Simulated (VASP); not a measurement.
# Rb3Na (Fm-3m) in VASP: single point with LDA

Aim: the single point of Rb3Na with LDA.

All numbers are computed with VASP 6.6.1; they aren't measurements. Logs are shortened: lines on timing, memory, paths and dates and some standing lists are left out, and cuts for length are marked.

### Step 1. The structure

Symmetry: Fm-3m, No. 225, cubic system. The conventional cell has a = 10.672 Å, b = 10.672 Å, c = 10.672 Å, α = 90.00°, β = 90.00°, γ = 90.00°.

The cell comes from a database or a generator and needn't be the stable form of this composition.

### Step 2. Single point, LDA

INCAR reads:

```
SYSTEM = Rb3Na
  PREC = Accurate
  ENCUT = 520
  EDIFF = 1E-7
  ISMEAR = 0
  SIGMA = 0.1
  LREAL = .FALSE.
  LASPH = .TRUE.
  NELM = 100
  ALGO = Fast
  ISIF = 2
  LWAVE = .FALSE.
  LCHARG = .TRUE.
  GGA = CA
  LELF = .TRUE.
  LVHAR = .TRUE.
  NBANDS = 25
```

KPOINTS reads:

```
Automatic mesh
0
G
  4 4 4
  0 0 0
```

POSCAR reads:

```
Rb3Na
1.0
    0.0000000000      5.3358200000      5.3358200000
    5.3358200000      0.0000000000      5.3358200000
    5.3358200000      5.3358200000      0.0000000000
Rb Na
3 1
Direct
    0.2500000000      0.2500000000      0.2500000000
    0.7500000000      0.7500000000      0.7500000000
    0.5000000000      0.5000000000      0.5000000000
    0.0000000000      0.0000000000      0.0000000000
```

Potentials or basis: VASP PAW LDA potentials, release 64 (Rb_sv, Na_pv).

Run with:

```bash
$ cat potpaw_LDA.64/Rb_sv/POTCAR potpaw_LDA.64/Na_pv/POTCAR > POTCAR
$ mpirun -np 1 vasp_std > vasp.out
```

OUTCAR:

```text
SYSTEM = Rb3Na
   PREC = Accurate
   ENCUT = 520
   EDIFF = 1E-7
   ISMEAR = 0
   LREAL = .FALSE.
   LASPH = .TRUE.
   NELM = 100
   ISIF = 2
   GGA = CA

 ion  position               nearest neighbor table
   1  0.250  0.250  0.250-   3 4.62   3 4.62   3 4.62   3 4.62   2 5.34   2 5.34   2 5.34   2 5.34
                             2 5.34   2 5.34
   2  0.750  0.750  0.750-   3 4.62   3 4.62   3 4.62   3 4.62   1 5.34   1 5.34   1 5.34   1 5.34
                             1 5.34   1 5.34
   3  0.500  0.500  0.500-   1 4.62   1 4.62   1 4.62   1 4.62   2 4.62   2 4.62   2 4.62   2 4.62

   4  0.000  0.000  0.000-

  LATTYP: Found a face centered cubic cell.
 ALAT       =    10.6716400000

  Lattice vectors:

 A1 = (   0.0000000000,   5.3358200000,   5.3358200000)
 A2 = (   5.3358200000,   0.0000000000,   5.3358200000)
 A3 = (   5.3358200000,   5.3358200000,   0.0000000000)

Analysis of symmetry for initial positions (statically):
=====================================================================
 Subroutine PRICEL returns:
 Original cell was already a primitive cell.

 Routine SETGRP: Setting up the symmetry group for a
 face centered cubic supercell.

 Subroutine GETGRP returns: Found 48 space group operations
 (whereof 48 operations were pure point group operations)
 out of a pool of 48 trial point group operations.

The static configuration has the point symmetry O_h .

Analysis of symmetry for dynamics (positions and initial velocities):
=====================================================================
 Subroutine PRICEL returns:
 Original cell was already a primitive cell.

 Routine SETGRP: Setting up the symmetry group for a
 face centered cubic supercell.

 Subroutine GETGRP returns: Found 48 space group operations
 (whereof 48 operations were pure point group operations)
 out of a pool of 48 trial point group operations.

The dynamic configuration has the point symmetry O_h .

 Subroutine INISYM returns: Found 48 space group operations
 (whereof 48 operations are pure point group operations),
 and found     1 'primitive' translations

----------------------------------------------------------------------------------------

                                     Primitive cell

  volume of cell :     303.8320

  direct lattice vectors                    reciprocal lattice vectors
     0.000000000  5.335820000  5.335820000    -0.093706309  0.093706309  0.093706309
     5.335820000  0.000000000  5.335820000     0.093706309 -0.093706309  0.093706309
     5.335820000  5.335820000  0.000000000     0.093706309  0.093706309 -0.093706309

  length of vectors
     7.545989010  7.545989010  7.545989010     0.162304089  0.162304089  0.162304089

  position of ions in fractional coordinates (direct lattice)
     0.250000000  0.250000000  0.250000000
     0.750000000  0.750000000  0.750000000
     0.500000000  0.500000000  0.500000000
     0.000000000  0.000000000  0.000000000

  ion indices of the primitive-cell ions
   primitive index   ion index
                 1           1
                 2           2
                 3           3
                 4           4

----------------------------------------------------------------------------------------

 KPOINTS: Automatic mesh

Automatic generation of k-mesh.
 Grid dimensions read from file:
 generate k-points for:    4    4    4

 Generating k-lattice:

  Cartesian coordinates                     Fractional coordinates (reciprocal lattice)
    -0.023426577  0.023426577  0.023426577     0.250000000  0.000000000  0.000000000
     0.023426577 -0.023426577  0.023426577     0.000000000  0.250000000  0.000000000
     0.023426577  0.023426577 -0.023426577     0.000000000  0.000000000  0.250000000

  Length of vectors
     0.040576022  0.040576022  0.040576022

  Shift w.r.t. Gamma in fractional coordinates (k-lattice)
     0.000000000  0.000000000  0.000000000

 Subroutine IBZKPT returns following result:
 ===========================================

 Found      8 irreducible k-points:

 Following reciprocal coordinates:
            Coordinates               Weight
  0.000000  0.000000  0.000000      1.000000
  0.250000  0.000000  0.000000      8.000000
  0.500000  0.000000  0.000000      4.000000
  0.250000  0.250000  0.000000      6.000000
  0.500000  0.250000  0.000000     24.000000
 -0.250000  0.250000  0.000000     12.000000
  0.500000  0.500000  0.000000      3.000000
 -0.250000  0.500000  0.250000      6.000000
   k-points           NKPTS =      8   k-points in BZ     NKDIM =      8   number of bands    NBANDS=     25
   number of dos      NEDOS =    301   number of ions     NIONS =      4
   total plane-waves  NPLWV = 175616
   dimension x,y,z NGX =    56 NGY =   56 NGZ =   56
   dimension x,y,z NGXF=   112 NGYF=  112 NGZF=  112
   ions per type =               3   1
   NGX,Y,Z   is equivalent  to a cutoff of  12.34, 12.34, 12.34 a.u.
   NGXF,Y,Z  is equivalent  to a cutoff of  24.67, 24.67, 24.67 a.u.
 SYSTEM =  Rb3Na
   PREC   = accura    normal or accurate (medium, high low for compatibility)
   ISTART =      0    job   : 0-new  1-cont  2-samecut
   ICHARG =      2    charge: 1-file 2-atom 10-const
   ISPIN  =      1    spin polarized calculation?
   LNONCOLLINEAR =      F non collinear calculations
   LSORBIT =      F    spin-orbit coupling
   LASPH  =      T    aspherical Exc in radial PAW
   ENCUT  =  520.0 eV  38.22 Ry    6.18 a.u.  14.03 14.03 14.03*2*pi/ulx,y,z
   NELM   =    100;   NELMIN=  2; NELMDL= -5     # of ELM steps
   EDIFF  = 0.1E-06   stopping-criterion for ELM
   LREAL  =      F    real-space projection
   EDIFFG = 0.1E-05   stopping-criterion for IOM
   NSW    =      0    number of steps for IOM
   IBRION =     -1    ionic relax: 0-MD 1-quasi-New 2-CG
   NFREE  =      0    steps in history (QN), initial steepest desc. (CG)
   ISIF   =      2    stress and relaxation
   ISYM   =      2    0-nonsym 1-usesym 2-fastsym
   POTIM  = 0.5000    time-step for ionic-motion
   TEBEG  =    0.0;   TEEND  =   0.0 temperature during run
   PSTRESS=    0.0 pullay stress
   NELECT =      34.0000    total number of electrons
   NUPDOWN=      -1.0000    fix difference up-down
   EMIN   =  10.00;   EMAX   =-10.00  energy-range for DOS
   EFERMI =   0.00;   METHOD = LEGACY
   ISMEAR =     0;   SIGMA  =   0.10  broadening in eV -4-tet -1-fermi 0-gaus
   EFERMI_NEDOS =   21; number of points for ismear=-14 and -15
   IALGO  =     68    algorithm
   IMIX   =      4    mixing-type and parameters
     AMIX     =   0.40;   BMIX     =  1.00
     AMIX_MAG =   1.60;   BMIX_MAG =  1.00
  volume/ion in A,a.u.               =      75.96       512.59
  Fermi-wavevector in a.u.,A,eV,Ry     =   0.788902  1.490809  8.467818  0.622367
  Thomas-Fermi vector in A             =   1.893937
   LORBIT       =      0    0 simple, 1 ext, 2 COOP (PROOUT), +10 PAW based schemes
   GGA     = CA    functional components
   LHFCALC =     F    Hartree Fock is set to
   AEXX    =    0.0000 exact exchange contribution
   IVDW    =     0    specifies the selected vdW correction
   LEPSILON=     F    determine dielectric tensor
   LRPA    =     F    only Hartree local field effects (RPA)
 non-spin polarized calculation
 RMM-DIIS sequential band-by-band and
 Gauss-broadening in eV      SIGMA  =   0.10
  energy-cutoff  :      520.00
  volume of cell :      303.83
 maximum number of plane-waves:      8212
   NGX = 29   NGY = 29   NGZ = 29

 number of electron      33.9999996 magnetization

 Free energy of the ion-electron system (eV)
  ---------------------------------------------------
  ext. energy  EPLUGINS =         0.00000000
  ---------------------------------------------------
  free energy    TOTEN  =        -4.45622930 eV

  energy without entropy =       -4.44535900  energy(sigma->0) =       -4.45079415

 E-fermi :  -0.1259     XC(G=0):  -5.8816

 val. band max:       -0.3030321651   @ k =  -0.2500   0.2500   0.0000
 cond. band min:      -0.0709226611   @ k =  -0.2500   0.2500   0.0000
 fundamental gap:      0.2321095039
 Fermi energy:        -0.1258580416

 k-point     1 :       0.0000    0.0000    0.0000
  band No.  band energies     occupation
      1     -28.9580      2.00000
      2     -28.8705      2.00000
      3     -28.8692      2.00000
      4     -25.3992      2.00000
      5     -25.3992      2.00000
      6     -25.3992      2.00000
[... 17 lines left out ...]
     24       1.6600      0.00000
     25       1.8756      0.00000

 k-point     2 :       0.2500    0.0000    0.0000
  band No.  band energies     occupation
      1     -28.9578      2.00000
      2     -28.8704      2.00000
      3     -28.8694      2.00000
      4     -25.3992      2.00000
      5     -25.3992      2.00000
      6     -25.3992      2.00000
[... 17 lines left out ...]
     24       1.8856      0.00000
     25       2.3511      0.00000

 k-point     3 :       0.5000    0.0000    0.0000
  band No.  band energies     occupation
      1     -28.9577      2.00000
      2     -28.8700      2.00000
      3     -28.8699      2.00000
      4     -25.3992      2.00000
      5     -25.3992      2.00000
      6     -25.3992      2.00000
[... 17 lines left out ...]
     24       2.2777      0.00000
     25       2.2777      0.00000

 k-point     4 :       0.2500    0.2500    0.0000
  band No.  band energies     occupation
      1     -28.9578      2.00000
      2     -28.8704      2.00000
      3     -28.8695      2.00000
      4     -25.3992      2.00000
      5     -25.3992      2.00000
      6     -25.3992      2.00000
[... 17 lines left out ...]
     24       2.1783      0.00000
     25       2.9769      0.00000

 k-point     5 :       0.5000    0.2500    0.0000
  band No.  band energies     occupation
      1     -28.9576      2.00000
      2     -28.8702      2.00000
      3     -28.8698      2.00000
      4     -25.3992      2.00000
      5     -25.3992      2.00000
      6     -25.3992      2.00000
[... 17 lines left out ...]
     24       2.4211      0.00000
     25       2.4836      0.00000

 k-point     6 :      -0.2500    0.2500    0.0000
  band No.  band energies     occupation
      1     -28.9577      2.00000
      2     -28.8702      2.00000
      3     -28.8698      2.00000
      4     -25.3992      2.00000
      5     -25.3992      2.00000
      6     -25.3992      2.00000
[... 17 lines left out ...]
     24       2.1364      0.00000
     25       2.6714      0.00000

 k-point     7 :       0.5000    0.5000    0.0000
  band No.  band energies     occupation
      1     -28.9575      2.00000
      2     -28.8703      2.00000
      3     -28.8698      2.00000
      4     -25.3992      2.00000
      5     -25.3992      2.00000
      6     -25.3992      2.00000
[... 17 lines left out ...]
     24       2.6553      0.00000
     25       2.8563      0.00000

 k-point     8 :      -0.2500    0.5000    0.2500
  band No.  band energies     occupation
      1     -28.9576      2.00000
      2     -28.8700      2.00000
      3     -28.8700      2.00000
      4     -25.3992      2.00000
      5     -25.3992      2.00000
      6     -25.3992      2.00000
[... 17 lines left out ...]
     24       2.7104      0.00000
     25       2.9411      0.00000

------------------------ aborting loop because EDIFF is reached ----------------------------------------

  FORCE on cell =-STRESS in cart. coord.  units (eV):
  Direction    XX          YY          ZZ          XY          YZ          ZX
  --------------------------------------------------------------------------------------
  -------------------------------------------------------------------------------------
  Total       -0.9921430     -0.9921430     -0.9921430      0.0000000      0.0000000      0.0000000
  in kB       -5.2318028     -5.2318028     -5.2318028      0.0000000      0.0000000      0.0000000
  external PRESSURE =      -5.2318028 kB  Pullay stress =       0.0000000 kB

 VOLUME and BASIS-vectors are now :
 -----------------------------------------------------------------------------
  energy-cutoff  :      520.00
  volume of cell :      303.83
      direct lattice vectors                 reciprocal lattice vectors
     0.000000000  5.335820000  5.335820000    -0.093706309  0.093706309  0.093706309
     5.335820000  0.000000000  5.335820000     0.093706309 -0.093706309  0.093706309
     5.335820000  5.335820000  0.000000000     0.093706309  0.093706309 -0.093706309

 POSITION                                       TOTAL-FORCE (eV/Angst)
 -----------------------------------------------------------------------------------
      2.66791      2.66791      2.66791         0.000000      0.000000      0.000000
      8.00373      8.00373      8.00373        -0.000000     -0.000000     -0.000000
      5.33582      5.33582      5.33582        -0.000000     -0.000000     -0.000000
      0.00000      0.00000      0.00000        -0.000000     -0.000000     -0.000000
 -----------------------------------------------------------------------------------
    total drift:                                0.000000      0.000000      0.000000

  FREE ENERGIE OF THE ION-ELECTRON SYSTEM (eV)
  ---------------------------------------------------
  free  energy   TOTEN  =        -4.4562293008 eV

  energy  without entropy=       -4.4453590015  energy(sigma->0) =       -4.45079415
```

It took 60 s on 1 thread of Intel Xeon 6975P-C (Granite Rapids), shared host; peak memory 0.33 GiB.

What came out:

```yaml
Free_energy: -4.4562 eV
Pressure: -0.5 GPa
Band_gap_on_the_k_mesh: none (metal or under the smearing width)
```
